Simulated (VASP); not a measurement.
The input files of a VASP run:

File KPOINTS:
```
Automatic mesh
0
gamma
  15 15 5
```

### POSCAR
```
C
1.0
  2.4600000000   0.0000000000   0.0000000000
 -1.2300000000   2.1304220000   0.0000000000
  0.0000000000   0.0000000000   6.7100000000
C
4
Cart
  0.0000000000   0.0000000000   5.0325000000
  0.0000000000   0.0000000000   1.6775000000
  1.2300012300   0.7101399565   5.0325000000
 -0.0000012300   1.4202820435   1.6775000000
```

### INCAR
```
SYSTEM = C
PREC = Accurate; ENCUT = 580; LREAL = .FALSE.
LASPH = .TRUE.
EDIFF = 1E-6; NELM = 100; ALGO = Normal
ISMEAR = 1; SIGMA = 0.1
GGA = PE
IBRION = 2; NSW = 60; ISIF = 3
EDIFFG = -0.01
LWAVE = .FALSE.; LCHARG = .FALSE.
```

POTCAR, in this order: C (PBE.64 set). Program: vasp_std.

Q: Translate this PBE calculation to Quantum ESPRESSO's pw.x.

A: One equivalent input (not run):
```
&CONTROL
  calculation = 'vc-relax'
  pseudo_dir = './pseudo'
  outdir = './out'
  tprnfor = .true.
  tstress = .true.
  nstep = 60
  forc_conv_thr = 0.00039
/
&SYSTEM
  ibrav = 0
  nat = 4
  ntyp = 1
  ecutwfc = 82
  occupations = 'smearing'
  smearing = 'methfessel-paxton'
  degauss = 0.00735
  input_dft = 'pbe'
/
&ELECTRONS
  conv_thr = 7.3e-08
  electron_maxstep = 100
/
&IONS
/
&CELL
/
ATOMIC_SPECIES
  C 12.011 C.upf
CELL_PARAMETERS angstrom
     2.4600000    0.0000000    0.0000000
    -1.2300000    2.1304220    0.0000000
     0.0000000    0.0000000    6.7100000
ATOMIC_POSITIONS crystal
  C    0.0000000  0.0000000  0.7500000
  C    0.0000000  0.0000000  0.2500000
  C    0.6666670  0.3333330  0.7500000
  C    0.3333330  0.6666670  0.2500000
K_POINTS automatic
  15 15 5 0 0 0
```
What does not carry over: the potentials are each code's own (VASP's PAW set, PseudoDojo norm-conserving files in pw.x), so ENCUT and ecutwfc are chosen apart and not converted; conv_thr bounds pw.x's estimated SCF error, while EDIFF bounds the energy change between steps; forc_conv_thr acts on force components and is met together with etot_conv_thr.

The compound is C in the graphite structure. This run relaxes it. Symmetry was kept, so distortions that lower it aren't found.
